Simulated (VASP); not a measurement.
```xyz
4
Lattice="1.5459 -2.6776 0.0000 1.5459 2.6776 0.0000 0.0000 0.0000 4.9515" Properties=species:S:1:pos:R:3 pbc="T T T"
Al     1.5459    -0.8925     2.4761
Al     1.5459     0.8925     0.0003
N      1.5459    -0.8925     4.3668
N      1.5459     0.8925     1.8911
```

These are LDA (Ceperley-Alder, Perdew-Zunger), VASP's LDA PAW potentials (set 64) (plane waves; VASP) values and carry that method's errors. Settings: 520 eV cut-off, 9×9×5 Γ-centred mesh, tetrahedra with Blöchl corrections, potentials Al N.

Q: The job: AlN (wurtzite), 4 atoms, LDA, static run, 520 eV, 9×9×5 Γ-centred mesh. Roughly how much core time does it take on a busy server core?

A: About 9 core-seconds (one run on a shared machine, a rough figure). It had 36 irreducible k-points, 12 bands, up to 1116 plane waves and 14 electronic steps.

The compound is AlN in the wurtzite structure. It was relaxed first.
